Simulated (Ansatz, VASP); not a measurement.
**Tl6IBr: VASP beside Ansatz**

Aim: how closely do two programs agree when they are given the same cell, functional and k mesh? The cell is invented: As first built, before any earlier steps moved the atoms: it takes the Tl3Br structure with some of its atoms replaced by other elements, volume scaled by an estimate. It may not be a known or stable phase. The cell is taken from a series of runs on this material, whose earlier steps may have relaxed or scaled it; both programs get it as it stands.

Program: Ansatz 0.2.0. Level of theory: plane waves, with VASP 6.6.1 beside it; single point at PBE. Results are calculated unless marked as measured.

## 1. Starting point

Symmetry: P4/mmm, No. 123, tetragonal system. Conventional cell: a = 4.848 Å, b = 4.848 Å, c = 11.725 Å, α = 90.00°, β = 90.00°, γ = 90.00°. Tl has 6 Tl at 3.43 to 3.76 Å and 2 Br at 3.76 Å nearest. Tl has 4 I at 3.43 Å nearest. Tl has 4 Br at 3.43 Å and 8 Tl at 3.76 Å nearest. Nearest to I lie 4 Tl at 3.43 Å. Nearest to Br lie 4 Tl at 3.43 Å. As first built, before any earlier steps moved the atoms: sites of the Tl3Br structure (space group 139) filled with other elements, volume scaled by an estimate. Farther neighbours and most contacts between anions are not listed.

Structure file:

```xyz
8
Lattice="4.8480 0.0000 0.0000 0.0000 4.8480 0.0000 0.0000 0.0000 11.7252" Properties=species:S:1:pos:R:3 pbc="T T T"
Tl    2.4240    0.0000    8.7410
Tl    0.0000    2.4240    2.9842
Tl    0.0000    2.4240    8.7410
Tl    2.4240    0.0000    2.9842
Tl    2.4240    2.4240    0.0000
Tl    0.0000    0.0000    5.8626
I     0.0000    0.0000    0.0000
Br    2.4240    2.4240    5.8626
```

## 2. VASP: single point, PBE

A single point gives forces, pressure and levels at one fixed geometry, so differences don't come from the geometry; what else differs is listed under the comparison.

Lines of VASP's logs that name or quote its potential files are left out, and so is its time.

The input, INCAR:

```
SYSTEM = Tl6IBr
PREC = Accurate
ENCUT = 520
EDIFF = 1E-06
NELM = 100
ISMEAR = 0
SIGMA = 0.1
LREAL = .FALSE.
ALGO = Normal
GGA = PE
NBANDS = 64
LORBIT = 11
LWAVE = .FALSE.
LCHARG = .FALSE.
KPAR = 2
ISIF = 2
```

The input, POSCAR:

```
Tl6IBr
1.0
    4.8479958500      0.0000000000      0.0000000000
    0.0000000000      4.8479958500      0.0000000000
    0.0000000000      0.0000000000     11.7252051800
Tl I Br
6 1 1
Direct
    0.5000000000      0.0000000000      0.7454913800
    0.0000000000      0.5000000000      0.2545086200
    0.0000000000      0.5000000000      0.7454913800
    0.5000000000      0.0000000000      0.2545086200
    0.5000000000      0.5000000000      0.0000000000
    0.0000000000      0.0000000000      0.5000000000
    0.0000000000      0.0000000000      0.0000000000
    0.5000000000      0.5000000000      0.5000000000
```

The input, KPOINTS:

```
Automatic mesh
0
Gamma
4 4 2
0 0 0
```

Potentials, in the order of the species: Tl_d_GW, I_GW and Br_GW (PBE family, release 64).

Started as:

```
$ mpirun -np 2 vasp_std
```

Numbers of over 12 decimals in the logs are rounded to 6 here.

Output:

```text
[banner, memory and clock lines left out]
running    2 mpi-ranks, on    1 nodes
 distrk:  each k-point on    1 cores,    2 groups
 distr:  one band on    1 cores,    1 groups

 POSCAR found type information on POSCAR TlI Br
 POSCAR found :  3 types and       8 ions
 LDA part: xc-table for (Slater+PW92), standard interpolation
 POSCAR, INCAR and KPOINTS ok, starting setup
 FFT: planning ... GRIDC
 FFT: planning ... GRID_SOFT
 FFT: planning ... GRID
 WAVECAR not read
 entering main loop
       N       E                     dE             d eps       ncg     rms          rms(c)
DAV:   1     0.189061173954E+04    0.18906E+04   -0.51951E+04  1736   0.195E+03
DAV:   2     0.206397242889E+03   -0.16842E+04   -0.16418E+04  1560   0.679E+02
DAV:   3     0.481389029976E+01   -0.20158E+03   -0.19018E+03  2288   0.366E+02
DAV:   4    -0.181857433207E+02   -0.23000E+02   -0.22537E+02  2568   0.123E+02
DAV:   5    -0.187530216267E+02   -0.56728E+00   -0.56623E+00  2608   0.208E+01    0.195E+00
DAV:   6    -0.184792473989E+02    0.27377E+00   -0.47997E-01  2480   0.663E+00    0.843E-01
DAV:   7    -0.184560247538E+02    0.23223E-01   -0.19014E-01  2344   0.254E+00    0.459E-01
DAV:   8    -0.184568866803E+02   -0.86193E-03   -0.30783E-02  2184   0.183E+00    0.133E-01
DAV:   9    -0.184561667771E+02    0.71990E-03   -0.67460E-03  2456   0.840E-01    0.454E-02
DAV:  10    -0.184562289424E+02   -0.62165E-04   -0.83900E-04  2416   0.261E-01    0.196E-02
DAV:  11    -0.184562503274E+02   -0.21385E-04   -0.83068E-05  2448   0.669E-02    0.667E-03
DAV:  12    -0.184562499909E+02    0.33649E-06   -0.82359E-06  1800   0.217E-02
   1 F= -.18456250E+02 E0= -.18445943E+02  d E =-.206137E-01
```

OUTCAR, selected parts (step 2):

```text
ion  position               nearest neighbor table
   1  0.500  0.000  0.745-
   2  0.000  0.500  0.255-
   3  0.000  0.500  0.745-
   4  0.500  0.000  0.255-
   5  0.500  0.500  0.000-
   6  0.000  0.000  0.500-
   7  0.000  0.000  0.000-
   8  0.500  0.500  0.500-

  LATTYP: Found a simple tetragonal cell.
 ALAT       =     4.8479958500
 C/A-ratio  =     2.4185674953

 Subroutine GETGRP returns: Found 16 space group operations
 (whereof 16 operations were pure point group operations)

The static configuration has the point symmetry D_4h.

 Found     12 irreducible k-points:

   k-points           NKPTS =     12   k-points in BZ     NKDIM =     12   number of bands    NBANDS=     64

   dimension x,y,z NGX =    36 NGY =   36 NGZ =   90
   dimension x,y,z NGXF=    72 NGYF=   72 NGZF=  180

   ENCUT  =  520.0 eV  38.22 Ry    6.18 a.u.   9.01  9.01 21.80*2*pi/ulx,y,z

   NELECT =     104.0000    total number of electrons

 k-points in reciprocal lattice and weights: Automatic mesh
   0.00000000  0.00000000  0.00000000       0.031
   0.25000000  0.00000000  0.00000000       0.125
   0.50000000  0.00000000  0.00000000       0.062
   0.25000000  0.25000000  0.00000000       0.125
   0.50000000  0.25000000  0.00000000       0.125
   0.50000000  0.50000000  0.00000000       0.031
   0.00000000  0.00000000  0.50000000       0.031
   0.25000000  0.00000000  0.50000000       0.125
   0.50000000  0.00000000  0.50000000       0.062
   0.25000000  0.25000000  0.50000000       0.125
   0.50000000  0.25000000  0.50000000       0.125
   0.50000000  0.50000000  0.50000000       0.031

 average (electrostatic) potential at core
       1 -50.8679       2 -50.8679       3 -50.8679       4 -50.8679       5 -50.7803
       6 -50.8240       7 -94.0253       8 -63.4998

 E-fermi :   2.9647

 k-point     1 :       0.0000    0.0000    0.0000
  band No.  band energies     occupation
    ...
     49      -0.7270      2.00000
     50       0.1456      2.00000
     51       2.8545      1.88091
     52       3.0024      0.59471
     53       3.0024      0.59471
     54       3.3726      0.00000
     55       3.3726      0.00000
     56       4.3030      0.00000
     57       4.9039      0.00000
     58       5.6612      0.00000
    ...

 k-point     2 :       0.2500    0.0000    0.0000
  band No.  band energies     occupation
    ...
     47      -0.4946      2.00000
     48      -0.1698      2.00000
     49       0.0488      2.00000
     50       0.2323      2.00000
     51       2.3914      2.00000
     52       3.4364      0.00000
     53       3.5636      0.00000
     54       3.6928      0.00000
     55       4.0997      0.00000
     56       4.4138      0.00000
    ...

 k-point     3 :       0.5000    0.0000    0.0000
  band No.  band energies     occupation
    ...
     46      -0.4631      2.00000
     47      -0.3033      2.00000
     48      -0.1960      2.00000
     49       0.3669      2.00000
     50       0.8796      2.00000
     51       3.0518      0.21803
     52       3.0649      0.15648
     53       3.1394      0.01352
     54       3.2294      0.00018
     55       3.9776      0.00000
    ...

  Total        0.1906034      0.1906034      0.3353158      0.0000000     -0.0000000      0.0000000
  in kB        1.1081443      1.1081443      1.9494840      0.0000000     -0.0000000      0.0000000
  external PRESSURE =       1.3885909 kB  Pullay stress =       0.0000000 kB

  energy-cutoff  :      520.00
  volume of cell :      275.58
      direct lattice vectors                 reciprocal lattice vectors
     4.847995850  0.000000000  0.000000000     0.206270804  0.000000000  0.000000000
     0.000000000  4.847995850  0.000000000     0.000000000  0.206270804  0.000000000
     0.000000000  0.000000000 11.725205180     0.000000000  0.000000000  0.085286354

 POSITION                                       TOTAL-FORCE (eV/Angst)
 -----------------------------------------------------------------------------------
      2.42400      0.00000      8.74104        -0.000000     -0.000000     -0.001900
      0.00000      2.42400      2.98417        -0.000000      0.000000      0.001900
      0.00000      2.42400      8.74104        -0.000000     -0.000000     -0.001900
      2.42400      0.00000      2.98417         0.000000      0.000000      0.001900
      2.42400      2.42400      0.00000        -0.000000     -0.000000      0.000000
      0.00000      0.00000      5.86260        -0.000000     -0.000000      0.000000
      0.00000      0.00000      0.00000        -0.000000     -0.000000      0.000000
      2.42400      2.42400      5.86260        -0.000000     -0.000000      0.000000
 -----------------------------------------------------------------------------------
    total drift:                                0.000000      0.000000     -0.000000

  FREE ENERGIE OF THE ION-ELECTRON SYSTEM (eV)
  ---------------------------------------------------
  free  energy   TOTEN  =       -18.4562499909 eV

  energy  without entropy=      -18.4356363000  energy(sigma->0) =      -18.44594315

 total charge
# of ion       s       p       d       f       tot
--------------------------------------------------
    1        3.237   0.279   9.646   0.004  13.165
    2        3.237   0.279   9.646   0.004  13.165
    3        3.237   0.279   9.646   0.004  13.165
    4        3.237   0.279   9.646   0.004  13.165
    5        3.274   0.254   9.649   0.005  13.181
    6        3.273   0.229   9.650   0.004  13.156
    7        1.634   3.075   0.020   0.000   4.730
    8        1.616   3.161   0.008   0.000   4.785
--------------------------------------------------
tot         22.744   7.835  57.911   0.022  88.513

[... 3 further parts left out ...]
```

The run ends at a pressure of 0.14 GPa, with forces up to 0.0019 eV/Å.

## 3. Ansatz: single point, PBE

Ansatz runs on its default PAW (the set named soft_2) files.

The same cell, functional, mesh and smearing now go to Ansatz, which takes its cutoff from its data sets.

The input, input.yaml:

```yaml
crystal:
  lattice:
    - [4.84799585, 0.0, 0.0]
    - [0.0, 4.84799585, 0.0]
    - [0.0, 0.0, 11.72520518]
  atoms:
    - { symbol: Tl, position: [0.5, 0.0, 0.74549138] }
    - { symbol: Tl, position: [0.0, 0.5, 0.25450862] }
    - { symbol: Tl, position: [0.0, 0.5, 0.74549138] }
    - { symbol: Tl, position: [0.5, 0.0, 0.25450862] }
    - { symbol: Tl, position: [0.5, 0.5, 0.0] }
    - { symbol: Tl, position: [0.0, 0.0, 0.5] }
    - { symbol: I, position: [0.0, 0.0, 0.0] }
    - { symbol: Br, position: [0.5, 0.5, 0.5] }
hamiltonian:
  xc: pbe
  pseudopotentials: { kind: paw }
kpoints:
  mp_grid: { grid: [4, 4, 2] }
scf:
  occupations: { method: gaussian, width: 0.1 }
  n_extra_bands: 6
output:
  forces: true
  stress: true
  eigenvalues: true
```

Started as:

```
$ ansatz run input.yaml --threads 4 --pin off --max-ram 9216MiB --backend cpu --events-out ev --progress --plain --runs-dir out
```

Output:

```text
scf.n_extra_bands = 6 over 51 filled bands (N_el = 102.0): the run solves 57 bands
Engine: ansatz 0.2.0, aarch64-unknown-linux-gnu
Pseudopotentials: kind: paw
Pseudopotential: Tl, paw, valence charge 13, recommended cutoff 420 eV (normal), Tl.paw.azcp
Pseudopotential: I, paw, valence charge 17, recommended cutoff 420 eV (normal), I.paw.azcp
Pseudopotential: Br, paw, valence charge 7, recommended cutoff 420 eV (normal), Br.paw.azcp
Functional definition: PBE
  parameter kappa = 0.804
  parameter beta = 0.066725
  exchange = pbe_x(kappa = kappa, mu = beta*pi^2/3)
  correlation = pbe_c(beta = beta)
Crystal: 8 atoms, lattice volume = 275.578 Å³
Basis set: ecut = 420 eV, 5371 PW (Γ), exchange–correlation on 72×72×160 points (8 copies of the dense FFT grid, shifted against one another)
Bands: 57, of which v1, the nominal top of the filled ones, is band 51 counted from 1 (50 counted from 0)
Symmetry: 16 space group operations
Space group: P4/mmm (ITA 123), of the structure as read, at distance tolerance 6.5e-5 Å
k-points: 12 of 32
Non-local potential: Tl, projectors of the file, l = 0: 2, l = 1: 2, l = 2: 2, l = 3: 1
Non-local potential: I, projectors of the file, l = 0: 2, l = 1: 2, l = 2: 2, l = 3: 2
Non-local potential: Br, projectors of the file, l = 0: 2, l = 1: 2, l = 2: 2
PAW form: soft (Blöchl's): semilocal exchange-correlation on the pseudo side does not see the compensation charge
PAW one-centre angular grid: Tl, 590 points (default); XC on 64 Gauss nodes
PAW one-centre angular grid: I, 590 points (default); XC on 64 Gauss nodes
PAW one-centre angular grid: Br, 110 points (default); XC on 64 Gauss nodes
Initial density: superposition of atomic densities (neutral atoms: chi_scale 0, normalization atom), corrected by the library's trained network
Initial wavefunctions: pseudopotential atomic-orbital guess
Functional: x = pbe(κ = 0.804, μ = 0.219515), c = pbe(β = 0.066725)
SCF iter   1: F=—  HF=-78962.946036 eV  |F-HF|=—  |Δ(HF+E_count)|=         —  Δρ=2.04e-3  dr2=3.76e-2  ethr=1.77e-3  ⟨swp⟩=6.6  Hψ=2591  notcnv=0
preconditioner: auto → Kerker (q_TF=auto, 2.312 Å⁻¹)  [metal: Δε(μ)=0.082 eV  Ē_g=10.810 eV  σ=0.100 eV  W_gap=0.42  n_scr=56 (ndim 8)  ℏωp=21.5 eV  f_vac=0.000  D(μ)=4.55/eV (n_scr^D=26)]
SCF iter   2: F=—  HF=-78962.934472 eV  |F-HF|=—  |Δ(HF+E_count)|=   1.16e-2  Δρ=1.38e-3  dr2=2.06e-2  ethr=3.68e-5  ⟨swp⟩=2.4  Hψ=1286  notcnv=0  defer=1
SCF iter   3: F=—  HF=-78962.930760 eV  |F-HF|=—  |Δ(HF+E_count)|=   3.71e-3  Δρ=4.61e-4  dr2=2.57e-3  ethr=2.02e-5  ⟨swp⟩=2.0  Hψ=799  notcnv=0  defer=1
SCF iter   4: F=—  HF=-78962.930334 eV  |F-HF|=—  |Δ(HF+E_count)|=   4.26e-4  Δρ=2.49e-4  dr2=8.20e-4  ethr=2.52e-6  ⟨swp⟩=2.2  Hψ=1290  notcnv=0  defer=1
SCF iter   5: F=—  HF=-78962.930232 eV  |F-HF|=—  |Δ(HF+E_count)|=   1.02e-4  Δρ=1.07e-4  dr2=1.63e-4  ethr=8.04e-7  ⟨swp⟩=2.0  Hψ=1106  notcnv=0  defer=1
SCF iter   6: F=—  HF=-78962.930208 eV  |F-HF|=—  |Δ(HF+E_count)|=   2.40e-5  Δρ=3.78e-5  dr2=2.71e-5  ethr=1.60e-7  ⟨swp⟩=2.0  Hψ=1294  notcnv=0  defer=1
SCF iter   7: F=—  HF=-78962.930266 eV  |F-HF|=—  |Δ(HF+E_count)|=   5.81e-5  Δρ=1.54e-5  dr2=5.02e-6  ethr=2.65e-8  ⟨swp⟩=2.1  Hψ=815  notcnv=0  defer=1
SCF iter   8: F=—  HF=-78962.930266 eV  |F-HF|=—  |Δ(HF+E_count)|=   5.04e-7  Δρ=7.82e-6  dr2=8.55e-7  ethr=4.92e-9  ⟨swp⟩=2.0  Hψ=797  notcnv=0  defer=1
SCF iter   9: F=-78962.930265 eV  HF=-78962.930265 eV  |F-HF|=1.82e-8  |Δ(HF+E_count)|=   8.41e-8  Δρ=2.86e-6  dr2=6.11e-8  ethr=9.80e-11  ⟨swp⟩=5.8  Hψ=3426  notcnv=0
SCF 1 converged in 9 iterations: F = -78962.930265 eV  dr2 = 6.11e-8
  greatest PAW one-centre occupation: 0.999 electrons in one spin orbital (limit 2), on the I atom at site 6 (counted from 0), in its partial waves of l = 2
SCF converged after 9 iterations
Free energy (F): -78962.930265 eV
Harris-Foulkes:  -78962.930265 eV  (|F-HF|=1.82e-8)
Internal energy: -78962.909573 eV  (E = F + TS)
E sigma→0 (E₀):  -78962.919919 eV
Entropy (-TS):   -0.020693 eV (-2.587 meV/atom)
Fermi energy:    8.027892 eV
--- Per-component energies (eV) ---
  E_band       = -528.386408
  E_kinetic    = 2314.366149
  E_local      = -8379.475486  (includes V_loc(G=0)·N_el)
  E_nonlocal   = 1883.159061
  E_hartree    = 3394.418281
  E_xc         = -1775.777777
  E_vxc        = -1082.200021  (∫ρ·V_xc dr)
  E_paw        = -68040.614024  (= ΣΔE_a)
  E_vpaw       = -2053.063340  (= ΣTr[D̂ρ^β])
  E_aug_tail   = 0.000208  (compensation charges beyond the density's cutoff)
  E_ewald      = -8358.985984
  E_smearing   = -0.020693  (= −TS)
  E_closure    = 0.000000  (closes the sum)
  Σ components = -78962.930265   (vs F -78962.930265, Δ=0.00e0)
--- Forces (eV/Å), atoms counted from 1 ---
  atom   1  Tl     0.00000000     0.00000000    -0.00281354
  atom   2  Tl     0.00000000     0.00000000     0.00281354
  atom   3  Tl     0.00000000     0.00000000    -0.00281354
  atom   4  Tl     0.00000000     0.00000000     0.00281354
  atom   5  Tl     0.00000000    -0.00000000     0.00000000
  atom   6  Tl    -0.00000000    -0.00000000     0.00000000
  atom   7  I     -0.00000000    -0.00000000     0.00000000
  atom   8  Br     0.00000000    -0.00000000     0.00000000
  max |Σ_I F_I| component: 4.16e-17 eV/Å
--- Stress (GPa, compression-positive) ---
        0.231492       0.000000       0.000000
        0.000000       0.231492       0.000000
        0.000000       0.000000       0.304462
  P = ⅓ Tr σ = 0.2558 GPa (2.558 kbar)
--- Band table (eV; the first three rows and the last of 12) ---
  k-point 0: bands = [... 47 lower, 4.3339, 5.2084, 7.9157, 8.0636, 8.0636, 8.4341, 8.4341, 9.3696, ... 2 higher]
  k-point 1: bands = [... 47 lower, 4.5694, 4.7267, 8.1863, 8.1863, 8.2244, 8.3113, 8.3113, 8.5451, ... 2 higher]
  k-point 2: bands = [... 47 lower, 5.1115, 5.2967, 7.4543, 8.5027, 8.6248, 8.7543, 9.1627, 9.4782, ... 2 higher]
  k-point 11: bands = [... 47 lower, 4.1247, 4.2040, 5.7995, 5.8660, 7.5982, 7.8625, 9.2986, 9.2986, ... 2 higher]
```

Reading the cycles: dr2 is the Hartree energy of the density residual (eV), the measure of convergence; HF is the Harris–Foulkes estimate of the energy, which meets the free energy F at convergence.

The run ends at a pressure of 0.26 GPa, with forces up to 0.0028 eV/Å.

## 4. Side by side

Known differences besides the PAW data sets themselves: the data sets hold 102 valence electrons in Ansatz (default PAW (the set named soft_2) files) and 104 in VASP; the cutoff is 420 eV in Ansatz and 520 eV in VASP; VASP leaves aspherical gradient terms in its spheres out (LASPH is not set), Ansatz keeps them. Total energies have different zeros and are not compared.

Compared:

```tsv
quantity	Ansatz	VASP	difference
pressure (GPa)	0.26	0.14	+0.12
```

Ansatz's pressure holds a Pulay correction of 0.03 GPa; VASP's holds none.

## 5. Further runs

How far does this hang on the set-up? Further runs change one program's set-up at a time, as the table lists.

```tsv
run	difference in pressure (GPa)
as above	0.12
VASP with the data sets Tl_d, I and Br	0.046
```

## 6. What came out

| Property | Result |
| --- | --- |
| difference in pressure (single point, PBE) | 0.12 GPa |

In words: The difference in pressure is 0.12 GPa (single point, PBE), within the 1 GPa picked in this series as the mark of a large difference. For single point, PBE: with VASP with the data sets Tl_d, I and Br the difference in pressure shrinks in size, from 0.12 to 0.046 GPa. How closely two codes agree says nothing of how well the functional describes the real material.

[Lines on the potential files, build, host, timing and source positions are cut from VASP's logs without a mark.]

[Logs are printed without paths, hosts, clocks, repeated set-up lines and the standing remarks that a program may print on its own settings, such as how far it seeks lower states.]

[Hosts, paths, dates, database ids (printed as entryN), source tags and the programs' standing remarks are cut or masked in the printed files.]
